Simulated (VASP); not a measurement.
Level of theory: PBE GGA, VASP's PBE PAW potentials (set 64) (plane waves; VASP).

VASP ran on this input.

POSCAR:
```
Hf
1
    1.5950000000    -2.7626210000     0.0000000000
    1.5950000000     2.7626210000     0.0000000000
    0.0000000000     0.0000000000     5.0500000000
Hf
2
Direct
  0.3333330000   0.6666670000   0.2500000000
  0.6666670000   0.3333330000   0.7500000000
```

KPOINTS:
```
Regular mesh
0
G
 12 12 7
0 0 0
```

**INCAR**
```
ISMEAR=1
PREC=Accurate
GGA=PE
LASPH=.True.
SIGMA=0.1
LMAXMIX=6   ! l cut-off of mixed one-centre charges
LCHARG=.False.
ISIF=2   ! forces and stress, cell fixed
LWAVE=.False.
ENCUT=500   ! plane-wave cut-off (eV)
EDIFF=1E-6
LREAL=.False.   ! projection in real space or not
NELM=100   ! most electronic steps
ALGO=Normal   ! blocked Davidson
SYSTEM=Hf
```

POTCAR, in this order: Hf_pv (PBE.64 set). Program: vasp_std.

Output

### OUTCAR
```
 ion  position               nearest neighbor table
   1  0.333  0.667  0.250-   2 3.13   2 3.13   2 3.13   2 3.13   2 3.13   2 3.13
   2  0.667  0.333  0.750-   1 3.13   1 3.13   1 3.13   1 3.13   1 3.13   1 3.13
  LATTYP: Found a hexagonal cell.
 ALAT       =     3.1899999670
 C/A-ratio  =     1.5830721167
 Subroutine PRICEL returns:
 Original cell was already a primitive cell.
 Subroutine GETGRP returns: Found 24 space group operations
The static configuration has the point symmetry D_3d.
 The point group associated with its full space group is D_6h.
The dynamic configuration has the point symmetry D_3d.
 Subroutine INISYM returns: Found 24 space group operations
 Subroutine IBZKPT returns following result:
 Found     76 irreducible k-points:

 Following reciprocal coordinates:
            Coordinates               Weight
  0.000000  0.000000  0.000000      1.000000
  0.083333  0.000000  0.000000      6.000000
  0.166667  0.000000  0.000000      6.000000
  0.250000  0.000000  0.000000      6.000000
  0.333333  0.000000  0.000000      6.000000
  0.416667  0.000000  0.000000      6.000000
  0.500000  0.000000  0.000000      3.000000
  0.083333  0.083333  0.000000      6.000000
  0.166667  0.083333  0.000000     12.000000
  0.250000  0.083333  0.000000     12.000000
  0.333333  0.083333  0.000000     12.000000
  0.416667  0.083333  0.000000     12.000000
  0.166667  0.166667  0.000000      6.000000
  0.250000  0.166667  0.000000     12.000000
  0.333333  0.166667  0.000000     12.000000
  0.416667  0.166667  0.000000      6.000000
  0.250000  0.250000  0.000000      6.000000
  0.333333  0.250000  0.000000     12.000000
  0.333333  0.333333  0.000000      2.000000
  0.000000  0.000000  0.142857      2.000000
  0.083333  0.000000  0.142857     12.000000
  0.166667  0.000000  0.142857     12.000000
...
```

### OSZICAR
```
       N       E                     dE             d eps       ncg     rms          rms(c)
DAV:   1     0.470263387716E+02    0.47026E+02   -0.11546E+04  2152   0.132E+03
DAV:   2    -0.185739622392E+02   -0.65600E+02   -0.64493E+02  2656   0.265E+02
DAV:   3    -0.205408900505E+02   -0.19669E+01   -0.19509E+01  2842   0.307E+01
DAV:   4    -0.205590176236E+02   -0.18128E-01   -0.18120E-01  2482   0.365E+00
DAV:   5    -0.205593157947E+02   -0.29817E-03   -0.29814E-03  2910   0.372E-01    0.657E+01
DAV:   6    -0.200397431962E+02    0.51957E+00   -0.49921E-01  2266   0.547E+00    0.389E+01
DAV:   7    -0.198578041374E+02    0.18194E+00   -0.83721E-01  2298   0.678E+00    0.199E+00
DAV:   8    -0.198481987395E+02    0.96054E-02   -0.55079E-02  2362   0.180E+00    0.219E-01
DAV:   9    -0.198483018793E+02   -0.10314E-03   -0.11539E-03  2974   0.272E-01    0.206E-01
DAV:  10    -0.198482914614E+02    0.10418E-04   -0.73309E-05  2438   0.690E-02    0.339E-01
DAV:  11    -0.198482918110E+02   -0.34957E-06   -0.11516E-05  2686   0.278E-02    0.183E-02
DAV:  12    -0.198482922519E+02   -0.44095E-06   -0.77749E-07  1664   0.742E-03
   1 F= -.19848292E+02 E0= -.19848252E+02  d E =-.120202E-03
```

File OUTCAR:
```
------------------------ aborting loop because EDIFF is reached ----------------------------------------
  FORCE on cell =-STRESS in cart. coord.  units (eV):
  Direction    XX          YY          ZZ          XY          YZ          ZX
  --------------------------------------------------------------------------------------
  Total        0.2984976      0.2984976      0.2326923      0.0000000      0.0000000      0.0000000
  in kB       10.7460320     10.7460317      8.3770153      0.0000000      0.0000000      0.0000000
  external PRESSURE =       9.9563596 kB  Pullay stress =       0.0000000 kB
  volume of cell :       44.50
      direct lattice vectors                 reciprocal lattice vectors
     1.595000000 -2.762621000  0.000000000     0.313479624 -0.180987548  0.000000000
     1.595000000  2.762621000  0.000000000     0.313479624  0.180987548  0.000000000
     0.000000000  0.000000000  5.050000000     0.000000000  0.000000000  0.198019802
 POSITION                                       TOTAL-FORCE (eV/Angst)
 -----------------------------------------------------------------------------------
      1.59500      0.92088      1.26250        -0.000000     -0.000000      0.000000
      1.59500     -0.92088      3.78750         0.000000      0.000000      0.000000
 -----------------------------------------------------------------------------------
    total drift:                               -0.000005      0.000182     -0.000016
  FREE ENERGIE OF THE ION-ELECTRON SYSTEM (eV)
  ---------------------------------------------------
  free  energy   TOTEN  =       -19.8482922519 eV

  energy  without entropy=      -19.8481720496  energy(sigma->0) =      -19.84825218
```
(Selected blocks of OUTCAR.)

The compound is Hf in the hcp structure. The cell was not relaxed at this level. The run is one of a series of settings (ENCUT = 500 against the base run), some of them coarse on purpose.
